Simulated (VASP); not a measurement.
# BaZrO3 (Pm-3m) in VASP: Born charges and dielectric tensor with PBE

Aim: the Born charges and dielectric tensor of BaZrO3 with PBE.

Program: VASP 6.6.1. These are calculated values, not measurements. Logs are shortened: lines on timing, memory, paths and dates and some standing lists are left out, and cuts for length are marked.

### 1 Starting point

The structure is cubic, space group Pm-3m (No. 221). Conventional cell: a = 4.227 Å, b = 4.227 Å, c = 4.227 Å, α = 90.00°, β = 90.00°, γ = 90.00°. Ba (site symmetry m-3m) is surrounded by 12 O at 2.99 Å. Around Zr (site symmetry m-3m) lie 6 O at 2.11 Å. O (site symmetry 4/mmm) is surrounded by 2 Zr at 2.11 Å.

### 2 Born charges and dielectric tensor, PBE

Contents of INCAR:

```
ALGO = Normal
EDIFF = 1E-8
ENCUT = 520
GGA = PE
IBRION = 8
ISIF = 2
ISMEAR = 0
LASPH = True
LCHARG = False
LEPSILON = True
LREAL = False
LWAVE = False
NELM = 80
NSW = 1
PREC = Accurate
SIGMA = 0.02
```

Contents of KPOINTS:

```
k-points
0
Gamma
  10 10 10
```

Contents of POSCAR:

```
BaZrO3
1.0
    4.2271630000      0.0000000000      0.0000000000
    0.0000000000      4.2271630000      0.0000000000
    0.0000000000      0.0000000000      4.2271630000
Ba Zr O
1 1 3
Direct
    0.0000000000      0.0000000000      0.0000000000
    0.5000000000      0.5000000000      0.5000000000
    0.0000000000      0.5000000000      0.5000000000
    0.5000000000      0.0000000000      0.5000000000
    0.5000000000      0.5000000000      0.0000000000
```

Potentials or basis: VASP PAW PBE potentials, release 64 (Ba_sv, Zr_sv, O).

Started as:

```bash
cat potpaw_PBE.64/Ba_sv/POTCAR potpaw_PBE.64/Zr_sv/POTCAR potpaw_PBE.64/O/POTCAR > POTCAR
mpirun -np 1 vasp_std > vasp.out
```

OUTCAR:

```text
EDIFF = 1E-8
   ENCUT = 520
   GGA = PE
   IBRION = 8
   ISIF = 2
   ISMEAR = 0
   LASPH = True
   LEPSILON = True
   LREAL = False
   NELM = 80
   NSW = 1
   PREC = Accurate

 ion  position               nearest neighbor table
   1  0.000  0.000  0.000-   3 2.99   4 2.99   5 2.99   3 2.99   4 2.99   3 2.99   5 2.99   3 2.99
                             4 2.99   5 2.99   4 2.99   5 2.99   2 3.66   2 3.66   2 3.66   2 3.66
   2  0.500  0.500  0.500-   3 2.11   4 2.11   5 2.11   5 2.11   4 2.11   3 2.11   1 3.66   1 3.66
                             1 3.66   1 3.66   1 3.66   1 3.66   1 3.66   1 3.66
   3  0.000  0.500  0.500-   2 2.11   2 2.11   1 2.99   1 2.99   1 2.99   1 2.99
   4  0.500  0.000  0.500-   2 2.11   2 2.11   1 2.99   1 2.99   1 2.99   1 2.99
   5  0.500  0.500  0.000-   2 2.11   2 2.11   1 2.99   1 2.99   1 2.99   1 2.99

  LATTYP: Found a simple cubic cell.
 ALAT       =     4.2271630000

  Lattice vectors:

 A1 = (   4.2271630000,   0.0000000000,   0.0000000000)
 A2 = (   0.0000000000,   4.2271630000,   0.0000000000)
 A3 = (   0.0000000000,   0.0000000000,   4.2271630000)

Analysis of symmetry for initial positions (statically):
=====================================================================
 Subroutine PRICEL returns:
 Original cell was already a primitive cell.

 Routine SETGRP: Setting up the symmetry group for a
 simple cubic supercell.

 Subroutine GETGRP returns: Found 48 space group operations
 (whereof 48 operations were pure point group operations)
 out of a pool of 48 trial point group operations.

The static configuration has the point symmetry O_h .

Analysis of symmetry for dynamics (positions and initial velocities):
=====================================================================
 Subroutine PRICEL returns:
 Original cell was already a primitive cell.

 Routine SETGRP: Setting up the symmetry group for a
 simple cubic supercell.

 Subroutine GETGRP returns: Found 48 space group operations
 (whereof 48 operations were pure point group operations)
 out of a pool of 48 trial point group operations.

The dynamic configuration has the point symmetry O_h .

 Subroutine INISYM returns: Found 48 space group operations
 (whereof 48 operations are pure point group operations),
 and found     1 'primitive' translations

----------------------------------------------------------------------------------------

                                     Primitive cell

  volume of cell :      75.5348

  direct lattice vectors                    reciprocal lattice vectors
     4.227163000  0.000000000  0.000000000     0.236565280  0.000000000  0.000000000
     0.000000000  4.227163000  0.000000000     0.000000000  0.236565280  0.000000000
     0.000000000  0.000000000  4.227163000     0.000000000  0.000000000  0.236565280

  length of vectors
     4.227163000  4.227163000  4.227163000     0.236565280  0.236565280  0.236565280

  position of ions in fractional coordinates (direct lattice)
     0.000000000  0.000000000  0.000000000
     0.500000000  0.500000000  0.500000000
     0.000000000  0.500000000  0.500000000
     0.500000000  0.000000000  0.500000000
     0.500000000  0.500000000  0.000000000

  ion indices of the primitive-cell ions
   primitive index   ion index
                 1           1
                 2           2
[... 867 lines left out ...]
     0.00000  0.00000 -0.00747

 MACROSCOPIC STATIC DIELECTRIC TENSOR (including local field effects in DFT)
 ------------------------------------------------------
           4.873757    -0.000000     0.000000
           0.000000     4.873757    -0.000000
           0.000000    -0.000000     4.873757
 ------------------------------------------------------

 PIEZOELECTRIC TENSOR (including local field effects)  for field in x, y, z        (e  Angst)
          XX          YY          ZZ          XY          YZ          ZX
  --------------------------------------------------------------------------------
  x     0.00000     0.00000     0.00000     0.00000     0.00000     0.00000
  y     0.00000     0.00000     0.00000     0.00000     0.00000     0.00000
  z     0.00000     0.00000     0.00000     0.00000     0.00000     0.00000

 PIEZOELECTRIC TENSOR (including local field effects)  for field in x, y, z        (C/m^2)
          XX          YY          ZZ          XY          YZ          ZX
  --------------------------------------------------------------------------------
  x     0.00000     0.00000     0.00000     0.00000     0.00000     0.00000
  y     0.00000     0.00000     0.00000     0.00000     0.00000     0.00000
  z     0.00000     0.00000     0.00000     0.00000     0.00000     0.00000

 BORN EFFECTIVE CHARGES (including local field effects) (in |e|, cummulative output)
 ---------------------------------------------------------------------------------
 ion    1
    1     2.72837     0.00000     0.00000
    2    -0.00000     2.72837     0.00000
    3    -0.00000    -0.00000     2.72837
 ion    2
    1     6.12748    -0.00000     0.00000
    2     0.00000     6.12748    -0.00000
    3    -0.00000    -0.00000     6.12748
 ion    3
    1    -4.86078     0.00000     0.00000
    2    -0.00000    -1.99754     0.00000
    3    -0.00000    -0.00000    -1.99754
 ion    4
    1    -1.99754    -0.00000     0.00000
    2     0.00000    -4.86078    -0.00000
    3    -0.00000    -0.00000    -1.99754
 ion    5
    1    -1.99754    -0.00000     0.00000
    2    -0.00000    -1.99754     0.00000
    3    -0.00000     0.00000    -4.86078

 INTERNAL STRAIN TENSOR FOR ION    5 for displacements in x,y,z  (eV/Angst):
          X           Y           Z          XY          YZ          ZX
  --------------------------------------------------------------------------------
  x     0.00000     0.00000     0.00000     0.00000     0.00000     0.00000
  y     0.00000     0.00000     0.00000     0.00000     0.00000     0.00000
  z     0.00000     0.00000     0.00000     0.00000     0.00000     0.00000

 SECOND DERIVATIVES (NOT SYMMETRIZED)
 ------------------------------------
               1X          1Y          1Z          2X          2Y          2Z          3X          3Y          3Z          4X          4Y          4Z          5X          5Y          5Z
  1X    -3.441957    0.000000    0.000000    3.270349    0.000000    0.000000    1.115740   -0.000000    0.000000   -0.472066    0.000000    0.000000   -0.472066   -0.000000    0.000000
  1Y     0.000000   -3.441957   -0.000000    0.000000    3.270349   -0.000000    0.000000   -0.472066    0.000000   -0.000000    1.115740   -0.000000   -0.000000   -0.472066   -0.000000
  1Z    -0.000000   -0.000000   -3.441957   -0.000000   -0.000000    3.270349   -0.000000   -0.000000   -0.472066   -0.000000   -0.000000   -0.472066    0.000000    0.000000    1.115740
  2X     3.275287   -0.000000   -0.000000   -7.317703   -0.000000    0.000000    3.098780   -0.000000   -0.000000    0.471818    0.000000   -0.000000    0.471818   -0.000000    0.000000
  2Y    -0.000000    3.275287   -0.000000   -0.000000   -7.317703    0.000000    0.000000    0.471818   -0.000000   -0.000000    3.098780   -0.000000   -0.000000    0.471818    0.000000
  2Z    -0.000000   -0.000000    3.275287   -0.000000   -0.000000   -7.317703    0.000000   -0.000000    0.471818   -0.000000    0.000000    0.471818   -0.000000   -0.000000    3.098780
  3X     1.117343   -0.000000   -0.000000    3.097088    0.000000   -0.000000  -10.905622    0.000000   -0.000000    3.345596    0.000000   -0.000000    3.345596   -0.000000   -0.000000
  3Y     0.000000   -0.486891    0.000000    0.000000    0.445570    0.000000    0.000000   -2.743117    0.000000    0.000000    3.348647    0.000000    0.000000   -0.564209    0.000000
  3Z     0.000000    0.000000   -0.486891    0.000000    0.000000    0.445570    0.000000    0.000000   -2.743117    0.000000    0.000000   -0.564209    0.000000    0.000000    3.348647
  4X    -0.486891    0.000000    0.000000    0.445570    0.000000    0.000000    3.348647    0.000000    0.000000   -2.743117    0.000000    0.000000   -0.564209    0.000000    0.000000
  4Y    -0.000000    1.117343    0.000000    0.000000    3.097088    0.000000    0.000000    3.345596    0.000000    0.000000  -10.905622    0.000000   -0.000000    3.345596    0.000000
  4Z     0.000000    0.000000   -0.486891    0.000000    0.000000    0.445570    0.000000    0.000000   -0.564209    0.000000    0.000000   -2.743117    0.000000    0.000000    3.348647
  5X    -0.486891    0.000000    0.000000    0.445570    0.000000    0.000000    3.348647    0.000000    0.000000   -0.564209    0.000000    0.000000   -2.743117    0.000000    0.000000
  5Y     0.000000   -0.486891    0.000000    0.000000    0.445570    0.000000    0.000000   -0.564209    0.000000    0.000000    3.348647    0.000000    0.000000   -2.743117    0.000000
  5Z     0.000000    0.000000    1.117343   -0.000000   -0.000000    3.097088    0.000000    0.000000    3.345596    0.000000    0.000000    3.345596   -0.000000   -0.000000  -10.905622

 Eigenvectors and eigenvalues of the dynamical matrix
 ----------------------------------------------------

   1 f  =   14.243343 THz    89.493564 2PiTHz  475.106786 cm-1    58.905707 meV
             X         Y         Z           dx          dy          dz
      0.000000  0.000000  0.000000     0.031142   -0.000238    0.000000
      2.113582  2.113582  2.113582     0.086494   -0.000660    0.000000
      0.000000  2.113582  2.113582    -0.900202   -0.002297    0.000000
      2.113582  0.000000  2.113582     0.300938    0.006871   -0.000000
      2.113582  2.113582  0.000000     0.300938   -0.002297    0.000000
[... 105 lines left out ...]
  15 f/i=    0.025059 THz     0.157450 2PiTHz    0.835877 cm-1     0.103635 meV
             X         Y         Z           dx          dy          dz
      0.000000  0.000000  0.000000     0.002262   -0.026279    0.700709
      2.113582  2.113582  2.113582     0.001853   -0.021522    0.573877
      0.000000  2.113582  2.113582     0.000784   -0.009162    0.244285
      2.113582  0.000000  2.113582     0.000789   -0.009102    0.244285
      2.113582  2.113582  0.000000     0.000789   -0.009162    0.242709

--------------------------------------------------------------------------------------------------------

 MACROSCOPIC STATIC DIELECTRIC TENSOR IONIC CONTRIBUTION
 ------------------------------------------------------
          57.422400    -0.000000     0.000000
          -0.000000    57.422400     0.000000
           0.000000     0.000000    57.422400
 ------------------------------------------------------

 ELASTIC MODULI CONTR FROM IONIC RELAXATION (kBar)
 Direction    XX          YY          ZZ          XY          YZ          ZX
 --------------------------------------------------------------------------------
 XX           0.0000      0.0000      0.0000      0.0000      0.0000      0.0000
 YY           0.0000      0.0000      0.0000      0.0000      0.0000      0.0000
 ZZ           0.0000      0.0000      0.0000      0.0000      0.0000      0.0000
 XY           0.0000      0.0000      0.0000      0.0000      0.0000      0.0000
 YZ           0.0000      0.0000      0.0000      0.0000      0.0000      0.0000
 ZX           0.0000      0.0000      0.0000      0.0000      0.0000      0.0000
 --------------------------------------------------------------------------------

 PIEZOELECTRIC TENSOR IONIC CONTR  for field in x, y, z        (C/m^2)
          XX          YY          ZZ          XY          YZ          ZX
  --------------------------------------------------------------------------------
  x     0.00000     0.00000     0.00000     0.00000     0.00000     0.00000
  y     0.00000     0.00000     0.00000     0.00000     0.00000     0.00000
  z     0.00000     0.00000     0.00000     0.00000     0.00000     0.00000
```

Run time: 23 min. Hardware: 1 thread of Intel Xeon 6975P-C (Granite Rapids), shared host; peak memory 0.95 GiB.

Results:

| Quantity | Value |
| --- | --- |
| Band gap on the k mesh | 3.13 eV, indirect (least direct gap 3.38 eV) |
| Electronic dielectric tensor (diagonal) | 4.87 |
| Born charges (mean of the diagonal) | Ba +2.73; Zr +6.13; O -2.95 e |
| Highest phonon frequency at Γ, LO-TO splitting left out | 475 cm⁻¹ |

Phonon frequencies in cm⁻¹ (negative: imaginary):
| q point | frequencies |
| --- | --- |
| (0.000, 0.000, 0.000) | -1 -1 -1 100 100 100 185 185 185 192 192 192 475 475 475 |

Electronic dielectric tensor:
```
4.87 0.00 0.00
0.00 4.87 0.00
0.00 0.00 4.87
```

Born effective charge tensors (e):
atom 1, Ba
```
2.73 0.00 0.00
0.00 2.73 0.00
0.00 0.00 2.73
```
atom 2, Zr
```
6.13 0.00 0.00
0.00 6.13 0.00
0.00 0.00 6.13
```
atom 3, O
```
-4.86  0.00  0.00
 0.00 -2.00  0.00
 0.00  0.00 -2.00
```
atom 4, O
```
-2.00  0.00  0.00
 0.00 -4.86  0.00
 0.00  0.00 -2.00
```
atom 5, O
```
-2.00  0.00  0.00
 0.00 -2.00  0.00
 0.00  0.00 -4.86
```

Caveat: spin-orbit coupling is left out, which moves the levels of the heavy elements. A k mesh can miss the band edges.
